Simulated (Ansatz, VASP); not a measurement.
## Cu2B: VASP beside Ansatz

```xyz
6
Lattice="0.0000 3.2835 3.2835 3.2835 0.0000 3.2835 3.2835 3.2835 0.0000" Properties=species:S:1:pos:R:3 pbc="T T T"
Cu    4.1043    4.1043    4.1043
Cu    4.1043    2.4626    2.4626
Cu    2.4626    2.4626    4.1043
Cu    2.4626    4.1043    2.4626
B     0.0000    0.0000    0.0000
B     1.6417    1.6417    1.6417
```

Change from the starting cell: species swapped into the PrFe2 type (Fd-3m, No. 227).

Alike in both runs: functional PBE; k mesh 10 × 10 × 10; occupations gaussian, width 0.1 eV; no spin polarisation.

Ansatz relaxed the structure, and its values are those at the end. VASP's run is a single point on that final structure, the one shown.

|  | VASP | Ansatz |
| --- | --- | --- |
| version | VASP 6.6.1 | Ansatz 0.2.0 |
| potentials or method | VASP PAW PBE potentials, release 64 (Cu, B) | scalar-relativistic, plane waves, PAW |
| plane-wave cutoff (eV) | 520 | 420 |
| valence electrons in the cell | 50 | 82 |

Ansatz gave:

```
gap on the k mesh at the Fermi level (eV) : none
pressure (GPa)                            : 0.0
```

Which values does VASP return?

gap on the k mesh at the Fermi level (eV): none; pressure (GPa): 0.3.

A gap of «none» marks a metal or a gap that the smearing closes. The two sets of potentials don't hold the same shells in valence.
